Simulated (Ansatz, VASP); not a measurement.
# Sc2CS2: VASP beside Ansatz, part 3 of 3

One calculation is typed for both programs; each brings its own data sets. How far apart do they land? Of the first pair: The structure shown is the start of the Ansatz relaxation below; VASP solves that cell, so the two are compared at the walk's first step.

VASP 6.6.1 and Ansatz 0.2.0.

So far. Step 4 (Differences): The forces differ by 16 meV/Å r.m.s., which is 3.1 % of the r.m.s. force of 0.505 eV/Å (both taken over all components). With vacuum in the cell, a pressure given here is an average over mostly empty space and none of the material.

## (5) Ansatz: relaxation, PBEsol

Level of this step: Ansatz beside VASP: Kohn-Sham DFT, plane waves, PBEsol (Ansatz).

This run makes the geometry at which the two programs are then compared.

The structure compared here is the end of the Ansatz relaxation.

Contents of input.yaml:

```yaml
crystal:
  lattice:
    - [6.7, 0.0, 0.0]
    - [-3.35, 5.8023702054, 0.0]
    - [0.0, 0.0, 20.4]
  atoms:
    - { symbol: S, position: [0.0, 0.0, 0.632352941] }
    - { symbol: S, position: [0.0, 0.5, 0.632352941] }
    - { symbol: S, position: [0.5, 0.0, 0.632352941] }
    - { symbol: S, position: [0.5, 0.5, 0.632352941] }
    - { symbol: Sc, position: [0.333333333, 0.666666667, 0.558823529] }
    - { symbol: Sc, position: [0.333333333, 0.166666667, 0.558823529] }
    - { symbol: Sc, position: [0.833333333, 0.666666667, 0.558823529] }
    - { symbol: Sc, position: [0.833333333, 0.166666667, 0.558823529] }
    - { symbol: C, position: [0.166666667, 0.333333333, 0.5] }
    - { symbol: C, position: [0.166666667, 0.833333333, 0.5] }
    - { symbol: C, position: [0.666666667, 0.333333333, 0.5] }
    - { symbol: C, position: [0.666666667, 0.833333333, 0.5] }
    - { symbol: Sc, position: [0.0, 0.0, 0.441176471] }
    - { symbol: Sc, position: [0.0, 0.5, 0.441176471] }
    - { symbol: Sc, position: [0.5, 0.0, 0.441176471] }
    - { symbol: Sc, position: [0.5, 0.5, 0.441176471] }
    - { symbol: S, position: [0.333333333, 0.666666667, 0.367647059] }
    - { symbol: S, position: [0.333333333, 0.166666667, 0.367647059] }
    - { symbol: S, position: [0.833333333, 0.666666667, 0.367647059] }
    - { symbol: S, position: [0.833333333, 0.166666667, 0.367647059] }
kpoints:
  mp_grid: { grid: [6, 6, 1] }
scf:
  occupations: { method: fermi_dirac, width: 0.05 }
  n_extra_bands: 16
hamiltonian:
  xc: pbesol
  pseudopotentials: { kind: paw }
output:
  forces: true
  write_potential: true
  volumetric_format: []
relax:
  f_tol: 0.03
  max_steps: 45
  cell: { fix: [c, alpha, beta] }
```

Command:

```
$ ansatz run input.yaml --threads 4 --pin off --max-ram 14336MiB --backend cpu --events-out ev --progress --plain --runs-dir out
```

Numbers of over 12 decimals in the logs are rounded to 6 here.

The program printed:

```text
[...]
Crystal: 20 atoms, lattice volume = 793.068 Å³
Basis set: ecut = 420 eV, 15561 PW (Γ), exchange–correlation on 90×90×288 points (8 copies of the dense FFT grid, shifted against one another)
Bands: 92, of which v1, the nominal top of the filled ones, is band 76 counted from 1 (75 counted from 0)
Symmetry: 48 space group operations
[...]
k-points: 7 of 36
[...]
- { symbol: Sc, position: [0, 0.500000, 0.434946] }
    - { symbol: Sc, position: [0.5, 8.326672679518794e-18, 0.434946] }
    - { symbol: Sc, position: [0.5, 0.500000, 0.434946] }
    - { symbol: S, position: [0.333333, 0.666667, 0.363712] }
    - { symbol: S, position: [0.333333, 0.166667, 0.363712] }
    - { symbol: S, position: [0.833333, 0.666667, 0.363712] }
    - { symbol: S, position: [0.833333, 0.166667, 0.363712] }
[key lines of the parts left out:]
SCF converged after 6 iterations
Free energy (F): -24972.500831 eV
Fermi energy:    -1.030373 eV
P = ⅓ Tr σ = 0.0192 GPa (0.192 kbar)
```

## (6) VASP: single point, PBEsol, relaxed cell, pair 2

The same cell, functional, mesh and smearing now go to VASP, with its own data sets.

Contents of INCAR:

```
SYSTEM = Sc2CS2
PREC = Accurate
ENCUT = 600
EDIFF = 1E-06
NELM = 120
ISMEAR = -1
SIGMA = 0.05
LREAL = .FALSE.
ALGO = Normal
GGA = PS
NBANDS = 96
LASPH = .TRUE.
LORBIT = 11
LWAVE = .FALSE.
LCHARG = .FALSE.
ISIF = 2
GGA_COMPAT = .FALSE.
KPAR = 4
```

Contents of POSCAR:

```
Sc2CS2
1.0
    6.9097533490      0.0000000000      0.0000000000
   -3.4548766745      5.9840219341      0.0000000000
    0.0000000000      0.0000000000     20.4000000000
S Sc C
8 8 4
Direct
    0.0000000000      1.0000000000      0.6362884813
    0.0000000000      0.5000000000      0.6362884813
    0.5000000000      1.0000000000      0.6362884813
    0.5000000000      0.5000000000      0.6362884813
    0.3333333334      0.6666666666      0.3637115187
    0.3333333334      0.1666666666      0.3637115187
    0.8333333334      0.6666666666      0.3637115187
    0.8333333334      0.1666666666      0.3637115187
    0.3333333334      0.6666666666      0.5650537658
    0.3333333334      0.1666666666      0.5650537658
    0.8333333334      0.6666666666      0.5650537658
    0.8333333334      0.1666666666      0.5650537658
    0.0000000000      1.0000000000      0.4349462342
    0.0000000000      0.5000000000      0.4349462342
    0.5000000000      1.0000000000      0.4349462342
    0.5000000000      0.5000000000      0.4349462342
    0.1666666667      0.3333333333      0.5000000000
    0.1666666667      0.8333333333      0.5000000000
    0.6666666667      0.3333333333      0.5000000000
    0.6666666667      0.8333333333      0.5000000000
```

Contents of KPOINTS:

```
Automatic mesh
0
Gamma
6 6 1
0 0 0
```

PAW data sets: S, Sc_sv and C (PBE family, release 64).

Command:

```
$ mpirun -np 4 vasp_std
```

The program printed:

```text
[banner, memory and clock lines left out]
running    4 mpi-ranks, on    1 nodes
[...]
[... a notice as in an earlier step ...]

 [... a notice as in an earlier step ...]

 LDA part: xc-table for (Slater+PW92), standard interpolation
 POSCAR, INCAR and KPOINTS ok, starting setup
[...]
entering main loop
       N       E                     dE             d eps       ncg     rms          rms(c)
DAV:   1     0.288792204952E+04    0.28879E+04   -0.65463E+04  1448   0.151E+03
DAV:   2     0.325570515672E+03   -0.25624E+04   -0.25037E+04  1824   0.551E+02
DAV:   3    -0.122251644922E+03   -0.44782E+03   -0.43511E+03  2312   0.286E+02
DAV:   4    -0.161651909916E+03   -0.39400E+02   -0.38267E+02  2168   0.845E+01
[...]
DAV:  26    -0.141905142721E+03   -0.24543E-05   -0.24302E-07  1016   0.295E-03    0.600E-04
DAV:  27    -0.141905144299E+03   -0.15783E-05   -0.16763E-07   968   0.195E-03    0.331E-04
DAV:  28    -0.141905144539E+03   -0.23989E-06   -0.81161E-08   864   0.167E-03
   1 F= -.14190514E+03 E0= -.14184801E+03  d E =-.114266E+00
```

Parts of OUTCAR (step 6):

```text
  Total        0.7599038      0.7599038      0.7539438      0.0000000     -0.0000000     -0.0000000
  in kB        1.4433887      1.4433887      1.4320681      0.0000000     -0.0000000     -0.0000000
  external PRESSURE =       1.4396152 kB  Pullay stress =       0.0000000 kB

 POSITION                                       TOTAL-FORCE (eV/Angst)
 -----------------------------------------------------------------------------------
      0.00000      0.00000     12.98029         0.000000     -0.000000      0.040025
     -1.72744      2.99201     12.98029         0.000000     -0.000000      0.040025
      3.45488      0.00000     12.98029         0.000000     -0.000000      0.040025
      1.72744      2.99201     12.98029         0.000000      0.000000      0.040025
      0.00000      3.98935      7.41971        -0.000000     -0.000000     -0.040025
      1.72744      0.99734      7.41971        -0.000000      0.000000     -0.040025
      3.45488      3.98935      7.41971        -0.000000      0.000000     -0.040025
      5.18232      0.99734      7.41971        -0.000000     -0.000000     -0.040025
      0.00000      3.98935     11.52710        -0.000000      0.000000     -0.003718
      1.72744      0.99734     11.52710        -0.000000      0.000000     -0.003718
      3.45488      3.98935     11.52710        -0.000000      0.000000     -0.003718
      5.18232      0.99734     11.52710         0.000000      0.000000     -0.003718
      0.00000      0.00000      8.87290        -0.000000     -0.000000      0.003718
     -1.72744      2.99201      8.87290         0.000000     -0.000000      0.003718
[...]
-----------------------------------------------------------------------------------
    total drift:                               -0.000005      0.000003     -0.000159

  FREE ENERGIE OF THE ION-ELECTRON SYSTEM (eV)
  ---------------------------------------------------
  free  energy   TOTEN  =      -141.9051445391 eV

  energy  without entropy=     -141.7908783848  energy(sigma->0) =     -141.84801146

[... 1 part as in an earlier step ...]

[... 2 further parts left out ...]
[key lines of the parts left out:]
E-fermi :  -2.6531
```

## (7) Differences

What differs besides the data sets and the points named for the pairs above, as far as they apply: the cutoff is 420 eV in Ansatz and 600 eV in VASP. Total energies have different zeros and are not compared.

Both answers:

| quantity | Ansatz | VASP | difference |
| --- | --- | --- | --- |
| pressure (GPa) | 0.02 | 0.14 | -0.12 |

At this near-relaxed geometry the largest component of a force difference is 38 meV/Å. With vacuum in the cell, a pressure given here is an average over mostly empty space and none of the material.

## (8) What came out

* r.m.s. force difference (single point, PBEsol, start cell, pair 1): 3.1 % of the r.m.s. force
* r.m.s. force difference (single point, PBEsol, relaxed cell, pair 2): 14 meV/Å

What this shows: The r.m.s. force difference is 14 meV/Å (single point, PBEsol, relaxed cell, pair 2), beyond the 12 meV/Å picked in this series as the mark of a large difference. What causes the difference of the single point, PBEsol, start cell, pair 1 pair stays open here. What causes the difference of the single point, PBEsol, relaxed cell, pair 2 pair stays open here. How closely two codes agree says nothing of how well the functional describes the real material.

[Lines on the potential files, build, host, timing and source positions are cut from VASP's logs without a mark.]

[Logs are printed without paths, hosts, clocks, repeated set-up lines and the standing remarks that a program may print on its own settings, such as how far it seeks lower states.]

[Hosts, paths, dates, database ids (printed as entryN), source tags and the programs' standing remarks are cut or masked in the printed files.]
